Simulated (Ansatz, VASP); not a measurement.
## Cross-check of Y2CN2O2 between VASP and Ansatz

Wanted: the spread between two codes on one cell, functional and k mesh. The cell is taken from a series of runs on this material, whose earlier steps may have relaxed, scaled, displaced or heated it; both programs get it as it stands.

Calculated with Ansatz 0.2.0; plane waves, with VASP 6.6.1 beside it; G0W0 gap at LDA.

## 1. Set-up

It takes space group P-3m1 (No. 164, trigonal). The conventional cell has a = 3.699 Å, b = 3.699 Å, c = 8.169 Å, α = 90.00°, β = 90.00°, γ = 120.00°. Nearest to Y lie 4 O at 2.22 to 2.29 Å and 3 N at 2.56 Å. C has 2 N at 1.23 Å nearest. Nearest to N lie 1 C at 1.23 Å and 3 Y at 2.56 Å. O has 4 Y at 2.22 to 2.29 Å nearest. Farther neighbours and most contacts between anions are not listed.

As a file:

```cif
data_structure
_symmetry_space_group_name_H-M 'P 1'
_symmetry_Int_Tables_number 1
_cell_length_a 3.6990
_cell_length_b 3.6990
_cell_length_c 8.1689
_cell_angle_alpha 90.000
_cell_angle_beta 90.000
_cell_angle_gamma 120.000
_cell_volume 96.80
loop_
_atom_site_label
_atom_site_type_symbol
_atom_site_fract_x
_atom_site_fract_y
_atom_site_fract_z
_atom_site_occupancy
Y1 Y 0.33333 0.66667 0.67752 1
Y2 Y 0.66667 0.33333 0.32248 1
C3 C 0.00000 0.00000 0.00000 1
N4 N 0.00000 0.00000 0.15015 1
N5 N 0.00000 0.00000 0.84985 1
O6 O 0.33333 0.66667 0.39666 1
O7 O 0.66667 0.33333 0.60334 1
```

## 2. VASP: G0W0 gap, LDA

Quasiparticle shifts depend on high empty states and on the cores, so they are the hardest test of two PAW sets.

Lines of VASP's logs that name or quote its potential files are left out, and so is its time.

The run reads the wave functions of an earlier VASP run, which isn't shown here.

Contents of INCAR:

```
SYSTEM = Y2CN2O2
PREC = Accurate
ENCUT = 450
ISMEAR = 0
SIGMA = 0.01
LREAL = .FALSE.
GGA = CA
NBANDS = 88
LASPH = .TRUE.
ALGO = EVGW0
NELMGW = 1
ENCUTGW = 114.29
NOMEGA = 64
PRECFOCK = Fast
NBANDSGW = 32
LWAVE = .FALSE.
LCHARG = .FALSE.
```

Contents of POSCAR:

```
Y2CN2O2
1.0
    3.6989890966      0.0000000000      0.0000000000
   -1.8494945483      3.2034185260      0.0000000000
    0.0000000000      0.0000000000      8.1688552100
Y C N O
2 1 2 2
Direct
    0.3333333333      0.6666666667      0.6775196800
    0.6666666667      0.3333333333      0.3224803200
    0.0000000000      0.0000000000      0.0000000000
    0.0000000000      0.0000000000      0.1501499400
    0.0000000000      0.0000000000      0.8498500600
    0.3333333333      0.6666666667      0.3966593300
    0.6666666667      0.3333333333      0.6033406700
```

Contents of KPOINTS:

```
Automatic mesh
0
Gamma
3 3 1
0 0 0
```

The projector-augmented-wave data sets are Y_sv_GW, C_GW, N_GW and O_GW (LDA family, release 64).

Run with:

```
> export OMP_NUM_THREADS=4
> mpirun -np 1 vasp_std
```

Numbers of over 12 decimals in the logs are rounded to 6 here.

The program printed:

```text
[banner, memory and clock lines left out]
running    1 mpi-ranks, on    1 nodes
 distrk:  each k-point on    1 cores,    1 groups
 distr:  one band on    1 cores,    1 groups
 Offloading initialized ...    1 GPUs detected
 POSCAR found type information on POSCAR Y C N O
 POSCAR found :  4 types and       7 ions
|                                                                             |
|           W    W    AA    RRRRR   N    N  II  N    N   GGGG   !!!           |
|           W    W   A  A   R    R  NN   N  II  NN   N  G    G  !!!           |
|           W    W  A    A  R    R  N N  N  II  N N  N  G       !!!           |
|           W WW W  AAAAAA  RRRRR   N  N N  II  N  N N  G  GGG   !            |
|           WW  WW  A    A  R   R   N   NN  II  N   NN  G    G                |
|           W    W  A    A  R    R  N    N  II  N    N   GGGG   !!!           |
|                                                                             |
|     The default for ENCUTGWSOFT is different in this version of VASP.       |
|     please manually set ENCUTGWSOFT =114.29 in the INCAR file.              |
|                                                                             |

 LDA part: xc-table for (Slater(with rela. corr.)+CA(PZ))
 , standard interpolation
 found WAVECAR, reading the header
 POSCAR, INCAR and KPOINTS ok, starting setup
 FFT: planning ... GRIDC
 FFT: planning ... GRID_SOFT
 FFT: planning ... GRID
 reading WAVECAR
 the WAVECAR file was read successfully
 initial charge from wavefunction
 available memory per node:   1622.70 GB, setting MAXMEM to   1661649

 The Fermi energy was updated, please check that it is located mid-gap
 values below the HOMO (VB) or above the LUMO (CB) will cause erroneous energies
 E-fermi :   5.5799

 calculate exact exchange contribution
 the WAVEDER file was read successfully
energies w=
    0.000    0.000    1.034    0.000    2.066    0.000    3.094    0.000
    4.115    0.000    5.127    0.000    6.129    0.000    7.120    0.000
    8.098    0.000    9.064    0.000   10.016    0.000   10.955    0.000
   11.882    0.000   12.796    0.000   13.698    0.000   14.590    0.000
   15.473    0.000   16.347    0.000   17.215    0.000   18.078    0.000
   18.937    0.000   19.795    0.000   20.652    0.000   21.512    0.000
   22.376    0.000   23.246    0.000   24.125    0.000   25.015    0.000
   25.919    0.000   26.840    0.000   27.780    0.000   28.743    0.000
   29.733    0.000   30.754    0.000   31.810    0.000   32.907    0.000
   34.049    0.000   35.245    0.000   36.500    0.000   37.822    0.000
   39.223    0.000   40.713    0.000   42.304    0.000   44.012    0.000
   45.856    0.000   47.857    0.000   50.040    0.000   52.438    0.000
   55.091    0.000   58.045    0.000   61.361    0.000   65.116    0.000
   69.410    0.000   74.373    0.000   80.181    0.000   87.072    0.000
   95.384    0.000  105.606    0.000  118.479    0.000  135.176    0.000
  157.671    0.000  189.577    0.000  238.265    0.000  321.509    0.000
 responsefunction array rank=     273
 LDA part: xc-table for (Slater(with rela. corr.)+CA(PZ))
 , standard interpolation

 min. memory requirement per mpi rank    294.5 MB, per node    294.5 MB

 allocating  64 responsefunctions rank=   273
 shmem allocating  64 responsefunctions rank=   273
 response function shared by NCSHMEM nodes    1
 Doing            64  frequencies on each core in blocks of            64
NQ=   1    0.0000    0.0000    0.0000,
|.........|.........|.........|.........|.........|.........|.........|.........
 performed         44000 updates of chi_q(r,r)
 total number of BLAS operations         26.56 Gflops
NQ=   2    0.3333    0.0000    0.0000,
|.........|.........|.........|.........|.........|.........|.........|.........
 performed        122000 updates of chi_q(r,r)
 total number of BLAS operations         70.90 Gflops
NQ=   3    0.3333    0.3333    0.0000,
|.........|.........|.........|.........|.........|.........|.........|.........
 performed        177000 updates of chi_q(r,r)
 total number of BLAS operations        102.73 Gflops
 resolving degeneracies of screened two electron integrals

 calculate QP shifts <psi_nk| G(iteration)W_0 |psi_nk>: iteration 1
 entering main loop
```

From OUTCAR (step 2):

```text
ion  position               nearest neighbor table
   1  0.333  0.667  0.678-   7 2.22   7 2.22   7 2.22   6 2.29
   2  0.667  0.333  0.322-   6 2.22   6 2.22   6 2.22   7 2.29
   3  0.000  0.000  0.000-   4 1.23   5 1.23
   4  0.000  0.000  0.150-   3 1.23
   5  0.000  0.000  0.850-   3 1.23
   6  0.333  0.667  0.397-   2 2.22   2 2.22   2 2.22   1 2.29
   7  0.667  0.333  0.603-   1 2.22   1 2.22   1 2.22   2 2.29

  LATTYP: Found a hexagonal cell.
 ALAT       =     3.6989890966
 C/A-ratio  =     2.2084020787

 Subroutine GETGRP returns: Found 12 space group operations
 (whereof 12 operations were pure point group operations)

The static configuration has the point symmetry D_3d.

 Found      3 irreducible k-points:

   k-points           NKPTS =      3   k-points in BZ     NKDIM =      9   number of bands    NBANDS=     88

   dimension x,y,z NGX =    28 NGY =   28 NGZ =   60
   dimension x,y,z NGXF=    56 NGYF=   56 NGZF=  120

   ENCUT  =  450.0 eV  33.07 Ry    5.75 a.u.   6.40  6.40 14.13*2*pi/ulx,y,z

   NELECT =      48.0000    total number of electrons

  energy-cutoff  :      450.00
  volume of cell :       96.80
      direct lattice vectors                 reciprocal lattice vectors
     3.698989097  0.000000000  0.000000000     0.270344133  0.156083258 -0.000000000
    -1.849494548  3.203418526  0.000000000     0.000000000  0.312166516  0.000000000
     0.000000000  0.000000000  8.168855210     0.000000000 -0.000000000  0.122416174

 k-points in reciprocal lattice and weights: Automatic mesh
   0.00000000  0.00000000  0.00000000       0.111
   0.33333333  0.00000000  0.00000000       0.667
   0.33333333  0.33333333  0.00000000       0.222

 E-fermi :   5.5799

 QP shifts <psi_nk| G(iteration)W_0 |psi_nk>: iteration 1
 for sc-GW calculations column KS-energies equals QP-energies in previous step
 and V_xc(KS)=  KS-energies - (<T + V_ion + V_H > + <T+V_H+V_ion>^1  + <V_x>^1)
 k-point   1 :       0.0000    0.0000    0.0000
  band No.  KS-energies  QP-energies   sigma(KS)   V_xc(KS)     V^pw_x(r,r')   Z            occupation Imag(sigma)
    ...
     21       1.5347       1.3318     -17.9224     -17.6518     -22.6382       0.7498       2.0000       0.1942
     22       3.0551       2.9229     -19.4827     -19.3067     -24.5592       0.7516       2.0000       0.1770
     23       3.7464       3.5991     -17.2466     -17.0564     -20.6776       0.7746       2.0000       0.1306
     24       3.7464       3.5991     -17.2466     -17.0564     -20.6776       0.7746       2.0000       0.1306
     25       7.4135       8.5836      -7.7352      -9.1455      -4.2607       0.8297       0.0000      -0.1090
     26       8.9026      10.2272      -9.1278     -10.7494      -5.4274       0.8168       0.0000      -0.1185
     27       9.1668      11.2561     -10.4039     -13.0009      -6.3664       0.8045       0.0000      -0.1382
     28       9.1668      11.2561     -10.4039     -13.0009      -6.3664       0.8045       0.0000      -0.1382
    ...

 k-point   2 :       0.3333    0.0000    0.0000
  band No.  KS-energies  QP-energies   sigma(KS)   V_xc(KS)     V^pw_x(r,r')   Z            occupation Imag(sigma)
    ...
     21       2.2001       2.0071     -18.5183     -18.2618     -23.3391       0.7525       2.0000       0.1813
     22       2.3606       2.2362     -18.9749     -18.8100     -23.8669       0.7545       2.0000       0.1781
     23       3.2806       3.0787     -16.5215     -16.2616     -19.8010       0.7767       2.0000       0.1328
     24       3.5259       3.3598     -17.9720     -17.7560     -21.9851       0.7689       2.0000       0.1469
     25       8.4259      10.1350     -10.3966     -12.5140      -6.9574       0.8072       0.0000      -0.1168
     26       8.6028      10.6374     -11.0197     -13.5614      -7.4712       0.8004       0.0000      -0.1204
     27       9.0009      11.1815     -11.2758     -14.0119      -7.6609       0.7970       0.0000      -0.1259
     28       9.5953      11.1741      -9.6851     -11.6420      -6.0944       0.8068       0.0000      -0.1278
    ...

 k-point   3 :       0.3333    0.3333    0.0000
  band No.  KS-energies  QP-energies   sigma(KS)   V_xc(KS)     V^pw_x(r,r')   Z            occupation Imag(sigma)
    ...
     21       2.1639       1.9961     -18.6655     -18.4416     -23.5935       0.7492       2.0000       0.1865
     22       2.9335       2.8433     -19.5347     -19.4152     -24.4689       0.7545       2.0000       0.1694
     23       3.2496       3.0154     -17.0585     -16.7544     -20.6949       0.7700       2.0000       0.1421
     24       3.2496       3.0154     -17.0585     -16.7544     -20.6949       0.7700       2.0000       0.1421
     25       7.7965       9.5815     -10.7844     -12.9931      -7.3660       0.8082       0.0000      -0.1114
     26       9.0697      11.2452     -11.3692     -14.1156      -7.8265       0.7921       0.0000      -0.1257
     27       9.0697      11.2452     -11.3692     -14.1156      -7.8265       0.7921       0.0000      -0.1257
     28       9.3134      11.3739     -10.5057     -13.0729      -6.4732       0.8026       0.0000      -0.1425
    ...
```

## 3. Ansatz: G0W0 gap, LDA

Ansatz runs on its default PAW (the set named soft_2) files.

The same cell, functional (in two slightly different forms) and mesh now go to Ansatz, which takes its cutoff from its data sets.

Contents of input.yaml:

```yaml
crystal:
  lattice:
    - [3.6989890966, 0.0, 0.0]
    - [-1.8494945483, 3.203418526, 0.0]
    - [0.0, 0.0, 8.16885521]
  atoms:
    - { symbol: "Y", position: [0.3333333333, 0.6666666667, 0.67751968] }
    - { symbol: "Y", position: [0.6666666667, 0.3333333333, 0.32248032] }
    - { symbol: C, position: [0.0, 0.0, 0.0] }
    - { symbol: "N", position: [0.0, 0.0, 0.15014994] }
    - { symbol: "N", position: [0.0, 0.0, 0.84985006] }
    - { symbol: O, position: [0.3333333333, 0.6666666667, 0.39665933] }
    - { symbol: O, position: [0.6666666667, 0.3333333333, 0.60334067] }
kpoints:
  mp_grid: { grid: [3, 3, 1] }
hamiltonian:
  xc: lda
scf:
  occupations: { method: fixed }
gw:
  n_empty_bands: 64
  ecut_chi: 114.29
  qp_bands: [v2, c2]
  qp_kpoints: [[0.0, 0.0, 0.0]]
  screening: { model: contour_deformation }
```

Run with:

```
> ansatz run input.yaml --threads 4 --pin off --max-ram 7372MiB --backend cpu --events-out ev --progress --plain --runs-dir out
```

The program printed:

```text
Engine: ansatz 0.2.0, x86_64-unknown-linux-gnu
Pseudopotentials: kind: paw
Pseudopotential: Y, paw, valence charge 11, recommended cutoff 420 eV (normal), Y.paw.azcp
Pseudopotential: C, paw, valence charge 4, recommended cutoff 420 eV (normal), C.paw.azcp
Pseudopotential: N, paw, valence charge 5, recommended cutoff 420 eV (normal), N.paw.azcp
Pseudopotential: O, paw, valence charge 6, recommended cutoff 420 eV (normal), O.paw.azcp
Functional definition: SPW92
  exchange = slater_x
  correlation = pw_c
Crystal: 7 atoms, lattice volume = 96.796 Å³
Basis set: ecut = 420 eV, 1911 PW (Γ)
Bands: 31, of which v1, the nominal top of the filled ones, is band 24 counted from 1 (23 counted from 0)
Symmetry: 12 space group operations
Space group: P-3m1 (ITA 164), of the structure as read, at distance tolerance 4.6e-5 Å
k-points: 3 of 9
Non-local potential: Y, projectors of the file, l = 0: 3, l = 1: 2, l = 2: 2, l = 3: 1
Non-local potential: C, projectors of the file, l = 0: 2, l = 1: 2, l = 2: 1
Non-local potential: N, projectors of the file, l = 0: 2, l = 1: 2, l = 2: 1
Non-local potential: O, projectors of the file, l = 0: 2, l = 1: 2, l = 2: 1
PAW form: soft (Blöchl's): semilocal exchange-correlation on the pseudo side does not see the compensation charge
PAW frozen core: Y, regenerated for the run's functional, and the local potential with it (the file was generated under x = pbe(κ = 0.804, μ = 0.219515), c = pbe(β = 0.066725))
PAW frozen core: C, regenerated for the run's functional, and the local potential with it (the file was generated under x = pbe(κ = 0.804, μ = 0.219515), c = pbe(β = 0.066725))
PAW frozen core: N, regenerated for the run's functional, and the local potential with it (the file was generated under x = pbe(κ = 0.804, μ = 0.219515), c = pbe(β = 0.066725))
PAW frozen core: O, regenerated for the run's functional, and the local potential with it (the file was generated under x = pbe(κ = 0.804, μ = 0.219515), c = pbe(β = 0.066725))
PAW one-centre angular grid: Y, 590 points (default); XC on 64 Gauss nodes
PAW one-centre angular grid: C, 110 points (default); XC on 64 Gauss nodes
PAW one-centre angular grid: N, 110 points (default); XC on 64 Gauss nodes
PAW one-centre angular grid: O, 110 points (default); XC on 64 Gauss nodes
Initial density: superposition of atomic densities (neutral atoms: chi_scale 0, normalization atom), corrected by the library's trained network
Initial wavefunctions: pseudopotential atomic-orbital guess
Functional: x = slater, c = lda
SCF iter   1: F=—  HF=-9602.987668 eV  |F-HF|=—  |Δ(HF+E_count)|=         —  Δρ=1.16e-2  dr2=1.46e-1  ethr=1.77e-3  ⟨swp⟩=4.3  Hψ=328  notcnv=0  defer=13
preconditioner: auto → Resta (q_TF=auto, 2.427 Å⁻¹)  ε∞=3.6  [insulator: Δε(μ)=3.597 eV  Ē_g=15.554 eV  n_scr=24 (ndim 8)  ℏωp=25.0 eV  f_vac=0.067  ε∞_Penn≈3.6]
SCF iter   2: F=—  HF=-9602.951933 eV  |F-HF|=—  |Δ(HF+E_count)|=   3.57e-2  Δρ=4.35e-3  dr2=1.84e-2  ethr=3.03e-4  ⟨swp⟩=2.0  Hψ=151  notcnv=0  defer=13
SCF iter   3: F=—  HF=-9602.948018 eV  |F-HF|=—  |Δ(HF+E_count)|=   3.92e-3  Δρ=2.10e-3  dr2=3.87e-3  ethr=3.84e-5  ⟨swp⟩=2.3  Hψ=130  notcnv=0  defer=14
SCF iter   4: F=—  HF=-9602.946935 eV  |F-HF|=—  |Δ(HF+E_count)|=   1.08e-3  Δρ=5.74e-4  dr2=3.29e-4  ethr=8.07e-6  ⟨swp⟩=2.3  Hψ=123  notcnv=0  defer=14
SCF iter   5: F=—  HF=-9602.946841 eV  |F-HF|=—  |Δ(HF+E_count)|=   9.35e-5  Δρ=1.68e-4  dr2=2.50e-5  ethr=6.86e-7  ⟨swp⟩=2.0  Hψ=123  notcnv=0  defer=14
SCF iter   6: F=—  HF=-9602.946840 eV  |F-HF|=—  |Δ(HF+E_count)|=   1.57e-6  Δρ=8.60e-5  dr2=7.00e-6  ethr=5.21e-8  ⟨swp⟩=2.0  Hψ=138  notcnv=0  defer=8
SCF iter   7: F=—  HF=-9602.946839 eV  |F-HF|=—  |Δ(HF+E_count)|=   9.45e-7  Δρ=1.29e-5  dr2=1.65e-7  ethr=1.46e-8  ⟨swp⟩=2.0  Hψ=134  notcnv=0  defer=9
SCF iter   8: F=-9602.946839 eV  HF=-9602.946839 eV  |F-HF|=3.98e-9  |Δ(HF+E_count)|=   7.48e-8  Δρ=3.03e-6  dr2=8.45e-9  ethr=2.08e-10  ⟨swp⟩=9.7  Hψ=319  notcnv=0
SCF 1 converged in 8 iterations: F = -9602.946839 eV  dr2 = 8.45e-9
  greatest PAW one-centre occupation: 0.993 electrons in one spin orbital (limit 2), on the Y atom at site 1 (counted from 0), in its partial waves of l = 0
NSCF: frozen V_eff on 3 k-points
G₀W₀ screening: q 1/3
[... further progress lines ...]
NSCF: frozen V_eff on 1 k-points
NSCF: frozen V_eff on 1 k-points
[...]
SCF converged after 8 iterations
Free energy (F): -9602.946839 eV
Harris-Foulkes:  -9602.946839 eV  (|F-HF|=3.98e-9)
Internal energy: -9602.946839 eV  (E = F + TS)
E sigma→0 (E₀):  -9602.946839 eV
Fermi energy:    7.051784 eV
--- Per-component energies (eV) ---
  E_band       = -255.571210
  E_kinetic    = 1313.021414
  E_local      = -2878.714008  (includes V_loc(G=0)·N_el)
  E_nonlocal   = 331.245340
  E_hartree    = 1005.060902
  E_xc         = -655.838754
  E_vxc        = -795.868116  (∫ρ·V_xc dr)
  E_paw        = -6071.828256  (= ΣΔE_a)
  E_vpaw       = -235.382402  (= ΣTr[D̂ρ^β])
  E_aug_tail   = 0.005196  (compensation charges beyond the density's cutoff)
  E_ewald      = -2646.974608
  E_core_change = 1.075935  (= ΣΔE_core)
  E_smearing   = -0.000000  (= −TS)
  E_closure    = 0.000000  (closes the sum)
  Σ components = -9602.946839   (vs F -9602.946839, Δ=0.00e0)
--- Band table (eV) ---
  k-point 0: bands = [... 20 lower, 4.8370, 6.3485, 7.0518, 7.0518, 10.7325, 12.1964, 12.4754, 12.4754, ... 3 higher]
  k-point 1: bands = [... 20 lower, 5.4965, 5.6608, 6.5896, 6.8297, 11.7327, 11.9089, 12.3086, 12.9036, ... 3 higher]
  k-point 2: bands = [... 20 lower, 5.4650, 6.2301, 6.5558, 6.5558, 11.1011, 12.3750, 12.3750, 12.6167, ... 3 higher]
--- G₀W₀: contour deformation, 5 samples at zero and on the imaginary axis and 1 off it, 9 q-points, 64 empty bands' worth ---
  eigenvalues of the whole cell's RPA ε∞ on this k-mesh (on a slab, of 1 + 4πα/V) = 3.5439, 3.5439, 5.5501; static W/v taken at q = 0 is 0.229715
  bands read: the sum over 88 bands ends inside a degenerate multiplet in 1 slot, whose members it reads at an even weight; the widest, k=0: bands 88 to 89 (counted from 1) at 1/2 each
    ik  band        ε_KS         Σx   Σc(E_QP)       V_xc       Z   E_QP_lin       E_QP  E_QP is
     0    23      7.0518   -21.5964     3.4777   -18.0052  0.7744     6.9383     6.9384  root
     0    24      7.0518   -21.5964     3.4777   -18.0052  0.7744     6.9383     6.9384  root
     0    25     10.7325    -5.0636    -3.7389    -9.9381  0.8366    11.8805    11.8681  root
     0    26     12.1964    -6.6324    -4.0222   -11.9521  0.8240    13.5119    13.4939  root
```

## 4. Side by side

Known differences besides the potentials themselves: the two LDA forms differ slightly; fixed occupations in Ansatz, narrow Gaussian smearing in VASP; the cutoff is 420 eV in Ansatz and 450 eV in VASP; VASP's log shows a relativistic correction to its local exchange, Ansatz's none; Ansatz integrates over frequency by contour deformation, VASP on a grid of NOMEGA points; Ansatz's G0W0 levels solve the quasiparticle equation, VASP's are linearised. Total energies have different zeros and are not compared.

Both answers:

| quantity | Ansatz | VASP | difference |
| --- | --- | --- | --- |
| G0W0 gap on the mesh (eV) | 4.93 | 4.98 | -0.05 |
| Kohn-Sham gap under it (eV) | 3.68 | 3.67 | +0.01 |

## 5. Summary of results

| Quantity | Value |
| --- | --- |
| difference in G0W0 gap on the mesh (G0W0 gap, LDA) | -0.055 eV |

**Reading.** The difference in G0W0 gap on the mesh is -0.055 eV (G0W0 gap, LDA). How closely two codes agree says nothing of how well the functional describes the real material.

[Lines on the potential files, build, host, timing and source positions are cut from VASP's logs without a mark.]

[Logs are printed without paths, hosts, clocks, repeated set-up lines and the standing remarks that a program may print on its own settings, such as how far it seeks lower states.]

[Hosts, paths, dates, database ids (printed as entryN), source tags and the programs' standing remarks are cut or masked in the printed files.]
